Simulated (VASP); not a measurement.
# Li4FeN2 (Immm) in VASP: reference runs

How does Li4FeN2 come out in PBE? The cell is run as given.

Program: VASP 6.6.1. These are calculated values, not measurements. Logs are shortened: lines on timing, memory, paths and dates and some standing lists are left out, and cuts for length are marked.

## Step 1: Starting point

The structure is orthorhombic, space group Immm (No. 71). Conventional cell: a = 3.607 Å, b = 6.325 Å, c = 8.148 Å, α = 90.00°, β = 90.00°, γ = 90.00°. Fe (site symmetry mmm) has 2 N at 1.82 Å as nearest neighbours. Around N (site symmetry mm2) lie 1 Fe at 1.82 Å. Li (site symmetry m) has 3 Li at 2.09 to 2.10 Å and 3 N at 2.10 to 2.13 Å as nearest neighbours.

The cell comes from a database or a generator and needn't be the stable form of this composition.

## Step 2: Single point, PBE, collinear spin, ferromagnetic start

INCAR

```
  PREC = Accurate
  ENCUT = 520
  EDIFF = 1E-7
  ISMEAR = -1
  SIGMA = 0.05
  LREAL = False
  LASPH = True
  NELM = 100
  ALGO = Normal
  ISIF = 2
  LWAVE = False
  LCHARG = True
  ISPIN = 2
  MAGMOM = 3 0 0 0 0 0 0
  LORBIT = 11
  LMAXMIX = 4
  GGA = PE
  LELF = True
  LVHAR = True
  NBANDS = 28
```

KPOINTS

```
Automatic mesh
0
Gamma
  9 9 9
```

POSCAR

```
Li4FeN2
1.0
   -1.8032640000      3.1626220000      4.0741340000
    1.8032640000     -3.1626220000      4.0741340000
    1.8032640000      3.1626220000     -4.0741340000
Fe N Li
1 2 4
Direct
    0.0000000000      0.0000000000      0.0000000000
    0.2231970000      0.2231970000      0.0000000000
    0.7768030000      0.7768030000      0.0000000000
    0.9174160000      0.2516560000      0.6657600000
    0.0825840000      0.7483440000      0.3342400000
    0.4141040000      0.7483440000      0.6657600000
    0.5858960000      0.2516560000      0.3342400000
```

Potentials or basis: VASP PAW PBE potentials, release 64 (Fe, N, Li_sv).

Started as:

```bash
$ cat potpaw_PBE.64/Fe/POTCAR potpaw_PBE.64/N/POTCAR potpaw_PBE.64/Li_sv/POTCAR > POTCAR
$ mpirun -np 1 vasp_std > vasp.out
```

OUTCAR:

```text
PREC = Accurate
   ENCUT = 520
   EDIFF = 1E-7
   ISMEAR = -1
   LREAL = False
   LASPH = True
   NELM = 100
   ISIF = 2
   ISPIN = 2
   LORBIT = 11
   GGA = PE

 ion  position               nearest neighbor table
   1  0.000  0.000  0.000-   2 1.82   3 1.82
   2  0.223  0.223  0.000-   1 1.82   5 2.10   6 2.10   6 2.10   5 2.10   4 2.13   7 2.13
   3  0.777  0.777  0.000-   1 1.82   4 2.10   7 2.10   7 2.10   4 2.10   5 2.13   6 2.13
   4  0.917  0.252  0.666-   5 2.09   5 2.09   3 2.10   3 2.10   7 2.10   2 2.13
   5  0.083  0.748  0.334-   4 2.09   4 2.09   2 2.10   2 2.10   6 2.10   3 2.13
   6  0.414  0.748  0.666-   7 2.09   7 2.09   2 2.10   2 2.10   5 2.10   3 2.13
   7  0.586  0.252  0.334-   6 2.09   6 2.09   3 2.10   3 2.10   4 2.10   2 2.13

  LATTYP: Found a body centered orthorhombic cell.
 ALAT       =     3.6065280000
 B/A-ratio  =     1.7538319403
 C/A-ratio  =     2.2593108940

  Lattice vectors:

 A1 = (  -1.8032640000,   3.1626220000,   4.0741340000)
 A2 = (   1.8032640000,  -3.1626220000,   4.0741340000)
 A3 = (   1.8032640000,   3.1626220000,  -4.0741340000)

Analysis of symmetry for initial positions (statically):
=====================================================================
 Subroutine PRICEL returns:
 Original cell was already a primitive cell.

 Routine SETGRP: Setting up the symmetry group for a
 body centered orthorhombic supercell.

 Subroutine GETGRP returns: Found  8 space group operations
 (whereof  8 operations were pure point group operations)
 out of a pool of  8 trial point group operations.

The static configuration has the point symmetry D_2h.

Analysis of symmetry for dynamics (positions and initial velocities):
=====================================================================
 Subroutine PRICEL returns:
 Original cell was already a primitive cell.

 Routine SETGRP: Setting up the symmetry group for a
 body centered orthorhombic supercell.

 Subroutine GETGRP returns: Found  8 space group operations
 (whereof  8 operations were pure point group operations)
 out of a pool of  8 trial point group operations.

The dynamic configuration has the point symmetry D_2h.

Analysis of structural, dynamic, and magnetic symmetry:
=====================================================================
 Subroutine PRICEL returns:
 Original cell was already a primitive cell.

 Routine SETGRP: Setting up the symmetry group for a
 body centered orthorhombic supercell.

 Subroutine GETGRP returns: Found  8 space group operations
 (whereof  8 operations were pure point group operations)
 out of a pool of  8 trial point group operations.

The overall configuration has the point symmetry D_2h.

 Subroutine INISYM returns: Found  8 space group operations
 (whereof  8 operations are pure point group operations),
 and found     1 'primitive' translations

----------------------------------------------------------------------------------------

                                     Primitive cell

  volume of cell :      92.9398

  direct lattice vectors                    reciprocal lattice vectors
    -1.803264000  3.162622000  4.074134000     0.000000000  0.158096668  0.122725468
     1.803264000 -3.162622000  4.074134000     0.277274986  0.000000000  0.122725468
     1.803264000  3.162622000 -4.074134000     0.277274986  0.158096668  0.000000000

  length of vectors
     5.463744761  5.463744761  5.463744761     0.200140193  0.303220972  0.319180159

  position of ions in fractional coordinates (direct lattice)
     0.000000000  0.000000000  0.000000000
     0.223197000  0.223197000  0.000000000
     0.776803000  0.776803000  0.000000000
     0.917416000  0.251656000  0.665760000
     0.082584000  0.748344000  0.334240000
     0.414104000  0.748344000  0.665760000
     0.585896000  0.251656000  0.334240000

  ion indices of the primitive-cell ions
   primitive index   ion index
                 1           1
                 2           2
                 3           3
                 4           4
                 5           5
[... 55 lines left out ...]
 [... further k-points ...]
   k-points           NKPTS =    125   k-points in BZ     NKDIM =    125   number of bands    NBANDS=     28
   number of dos      NEDOS =    301   number of ions     NIONS =      7
   total plane-waves  NPLWV =  74088
   dimension x,y,z NGX =    42 NGY =   42 NGZ =   42
   dimension x,y,z NGXF=    84 NGYF=   84 NGZF=   84
   ions per type =               1   2   4
   NGX,Y,Z   is equivalent  to a cutoff of  12.78, 12.78, 12.78 a.u.
   NGXF,Y,Z  is equivalent  to a cutoff of  25.56, 25.56, 25.56 a.u.
 SYSTEM =  unknown system
   PREC   = accura    normal or accurate (medium, high low for compatibility)
   ISTART =      0    job   : 0-new  1-cont  2-samecut
   ICHARG =      2    charge: 1-file 2-atom 10-const
   ISPIN  =      2    spin polarized calculation?
   LNONCOLLINEAR =      F non collinear calculations
   LSORBIT =      F    spin-orbit coupling
   LASPH  =      T    aspherical Exc in radial PAW
   ENCUT  =  520.0 eV  38.22 Ry    6.18 a.u.  10.16 10.16 10.16*2*pi/ulx,y,z
   NELM   =    100;   NELMIN=  2; NELMDL= -5     # of ELM steps
   EDIFF  = 0.1E-06   stopping-criterion for ELM
   LREAL  =      F    real-space projection
   EDIFFG = 0.1E-05   stopping-criterion for IOM
   NSW    =      0    number of steps for IOM
   IBRION =     -1    ionic relax: 0-MD 1-quasi-New 2-CG
   NFREE  =      0    steps in history (QN), initial steepest desc. (CG)
   ISIF   =      2    stress and relaxation
   ISYM   =      2    0-nonsym 1-usesym 2-fastsym
   POTIM  = 0.5000    time-step for ionic-motion
   TEBEG  =    0.0;   TEEND  =   0.0 temperature during run
   PSTRESS=    0.0 pullay stress
   NELECT =      30.0000    total number of electrons
   NUPDOWN=      -1.0000    fix difference up-down
   EMIN   =  10.00;   EMAX   =-10.00  energy-range for DOS
   EFERMI =   0.00;   METHOD = LEGACY
   ISMEAR =    -1;   SIGMA  =   0.05  broadening in eV -4-tet -1-fermi 0-gaus
   EFERMI_NEDOS =   21; number of points for ismear=-14 and -15
   IALGO  =     38    algorithm
   IMIX   =      4    mixing-type and parameters
     AMIX     =   0.40;   BMIX     =  1.00
     AMIX_MAG =   1.60;   BMIX_MAG =  1.00
  volume/ion in A,a.u.               =      13.28        89.60
  Fermi-wavevector in a.u.,A,eV,Ry     =   1.123004  2.122170 17.158822  1.261138
  Thomas-Fermi vector in A             =   2.259667
   LORBIT       =     11    0 simple, 1 ext, 2 COOP (PROOUT), +10 PAW based schemes
   GGA     = PE    functional components
   LHFCALC =     F    Hartree Fock is set to
   AEXX    =    0.0000 exact exchange contribution
   IVDW    =     0    specifies the selected vdW correction
   LEPSILON=     F    determine dielectric tensor
   LRPA    =     F    only Hartree local field effects (RPA)
 spin polarized calculation
  energy-cutoff  :      520.00
  volume of cell :       92.94
 maximum number of plane-waves:      2526
 NGX is ok and might be reduce to    42
   NGX = 21   NGY = 21   NGZ = 21

 number of electron      29.9999992 magnetization       3.6003595

 Free energy of the ion-electron system (eV)
  ---------------------------------------------------
  ext. energy  EPLUGINS =         0.00000000
  ---------------------------------------------------
  free energy    TOTEN  =       -33.29955554 eV

  energy without entropy =      -33.26825548  energy(sigma->0) =      -33.28390551

 E-fermi :   1.2268     XC(G=0):  -8.4709

 val. band max:        1.2257519323   @ k =  -0.4444  -0.3333   0.2222
 cond. band min:       1.2269360622   @ k =   0.4444   0.3333   0.0000
 fundamental gap:      0.0011841299
 Fermi energy:         1.2268484099

 spin component 1

 k-point     1 :       0.0000    0.0000    0.0000
  band No.  band energies     occupation
      1     -44.1054      1.00000
      2     -43.9897      1.00000
      3     -43.8745      1.00000
      4     -43.7613      1.00000
      5     -11.8230      1.00000
      6     -11.1467      1.00000
[... 709 lines left out ...]
     26      10.9307      0.00000
     27      11.4468      0.00000

 [... further k-points ...]

 spin component 2

 k-point     1 :       0.0000    0.0000    0.0000
  band No.  band energies     occupation
      1     -44.0900      1.00000
      2     -43.9752      1.00000
      3     -43.8604      1.00000
      4     -43.7480      1.00000
      5     -11.5709      1.00000
      6     -10.9274      1.00000
[... 709 lines left out ...]
     26      11.0254      0.00000
     27      11.5858      0.00000

 [... further k-points ...]

 [bands above 27 left out]

------------------------ aborting loop because EDIFF is reached ----------------------------------------

  FORCE on cell =-STRESS in cart. coord.  units (eV):
  Direction    XX          YY          ZZ          XY          YZ          ZX
  --------------------------------------------------------------------------------------
  -------------------------------------------------------------------------------------
  Total       -0.8187153     -0.3750832      0.1969951      0.0000000      0.0000000      0.0000000
  in kB      -14.1137224     -6.4660082      3.3959714      0.0000000      0.0000000      0.0000000
  external PRESSURE =      -5.7279197 kB  Pullay stress =       0.0000000 kB

 VOLUME and BASIS-vectors are now :
 -----------------------------------------------------------------------------
  energy-cutoff  :      520.00
  volume of cell :       92.94
      direct lattice vectors                 reciprocal lattice vectors
    -1.803264000  3.162622000  4.074134000     0.000000000  0.158096668  0.122725468
     1.803264000 -3.162622000  4.074134000     0.277274986  0.000000000  0.122725468
     1.803264000  3.162622000 -4.074134000     0.277274986  0.158096668  0.000000000

 POSITION                                       TOTAL-FORCE (eV/Angst)
 -----------------------------------------------------------------------------------
      0.00000      0.00000      0.00000        -0.000000     -0.000000      0.000000
      0.00000      0.00000      1.81867        -0.000000     -0.000000      0.026006
      0.00000      0.00000      6.32960         0.000000      0.000000     -0.026006
     -0.00000      4.21109      2.05056         0.000000     -0.005800      0.091778
      1.80326     -1.04847      2.02357        -0.000000      0.005800     -0.091778
      1.80326      1.04847      2.02357        -0.000000     -0.005800     -0.091778
     -0.00000      2.11415      2.05056         0.000000      0.005800      0.091778
 -----------------------------------------------------------------------------------
    total drift:                                0.000000      0.000000     -0.000000

  FREE ENERGIE OF THE ION-ELECTRON SYSTEM (eV)
  ---------------------------------------------------
  free  energy   TOTEN  =       -33.2995555434 eV

  energy  without entropy=      -33.2682554783  energy(sigma->0) =      -33.28390551

 total charge

# of ion       s       p       d       tot
------------------------------------------
    1        0.500   0.562   6.078   7.140
    2        1.240   2.406   0.000   3.646
    3        1.240   2.406   0.000   3.646
    4        2.035   0.079   0.000   2.114
    5        2.035   0.079   0.000   2.114
    6        2.035   0.079   0.000   2.114
    7        2.035   0.079   0.000   2.114
--------------------------------------------------
tot         11.119   5.691   6.078  22.889

 magnetization (x)

# of ion       s       p       d       tot
------------------------------------------
    1        0.088   0.017   2.942   3.047
    2        0.001   0.103   0.000   0.104
    3        0.001   0.103   0.000   0.104
    4        0.002   0.005   0.000   0.007
    5        0.002   0.005   0.000   0.007
    6        0.002   0.005   0.000   0.007
    7        0.002   0.005   0.000   0.007
--------------------------------------------------
tot          0.101   0.242   2.942   3.284
```

It took 9.9 min on 1 thread of Intel Xeon 6975P-C (Granite Rapids), shared host; peak memory 0.66 GiB.

Results:

| Quantity | Value |
| --- | --- |
| Free energy | -33.2996 eV |
| Largest force | 0.092 eV/Å |
| Band gap on the k mesh | none (metal or under the smearing width) |
| Net moment | 3.60 μB per cell |
| Site moments | Fe +3.05; N +0.10; Li +0.01 μB |
| Valence electrons inside the program's atomic spheres | Fe 7.14; N 3.65; Li 2.11 |

Forces on the atoms (eV/Å):
```
Fe   0.000  0.000  0.000
N    0.000  0.000  0.026
N    0.000  0.000 -0.026
Li   0.000 -0.006  0.092
Li   0.000  0.006 -0.092
Li   0.000 -0.006 -0.092
Li   0.000  0.006  0.092
```

Levels at points of the mesh, in eV from the Fermi level:
Spin up:
```tsv
k point	band 14	band 15	band 16	band 17	band 18	band 19	band 20	band 21
(0.00, 0.00, 0.00)	-1.50	-1.17	-0.50	-0.29	1.99	2.37	6.86	7.02
```
Spin down:
| k point | band 9 | band 10 | band 11 | band 12 | band 13 | band 14 | band 15 | band 16 | band 17 | band 18 |
| --- | --- | --- | --- | --- | --- | --- | --- | --- | --- | --- |
| (0.00, 0.00, 0.00) | -2.41 | -1.43 | -1.20 | -1.13 | -0.88 | 0.13 | 0.47 | 1.83 | 1.91 | 2.23 |

Caveat: the cutoff is under 1.25 times the usual one of these potentials, so pressure, stress and relaxed cells hold a basis-set (Pulay) error; a cell with one magnetic atom can't hold antiferromagnetic order, which such compounds often take. With open d or f shells a metallic result of PBE can be an artefact of self-interaction; +U or a hybrid may open a gap.
